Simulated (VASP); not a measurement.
```
La
1.0
    1.83839    -3.18419     0.00000
    1.83839     3.18419     0.00000
    0.00000     0.00000    11.73273
La
4
Direct
  0.00000   0.00000   0.50000
  0.00000   0.00000   0.00000
  0.33333   0.66667   0.25000
  0.66667   0.33333   0.75000
```

Calculation: PBE GGA with D3 dispersion (zero damping), VASP's PBE PAW potentials (set 64) (plane waves; VASP). Run with 520 eV cut-off, Gaussian smearing of 0.050 eV, potentials La.

Task: Give the energies of bands 17 to 25 at the high-symmetry points, in eV from the Fermi level.

Result: 
| band | Γ | M | K | A | L | H |
|---|---|---|---|---|---|---|
| 17 | -3.15 | -2.13 | -1.08 | -2.65 | -1.85 | -1.30 |
| 18 | -1.90 | -2.01 | -1.08 | -2.65 | -1.85 | -1.30 |
| 19 | -1.81 | -1.75 | -0.77 | -1.78 | -1.48 | -0.41 |
| 20 | -1.80 | -1.19 | -0.60 | -1.78 | -1.48 | -0.41 |
| 21 | 0.53 | -0.79 | -0.60 | 0.76 | -1.24 | -0.05 |
| 22 | 0.69 | -0.30 | 0.07 | 0.76 | -1.24 | -0.05 |
| 23 | 1.21 | -0.23 | 0.21 | 1.27 | 0.65 | 0.00 |
| 24 | 1.22 | 0.45 | 0.21 | 1.29 | 0.65 | 0.00 |
| 25 | 1.31 | 1.04 | 0.92 | 1.32 | 1.35 | 0.94 |

It has no gap at this level: it comes out as a metal or semimetal.

The compound is La in the dhcp structure. It was relaxed first, which changed the volume by -8 %.
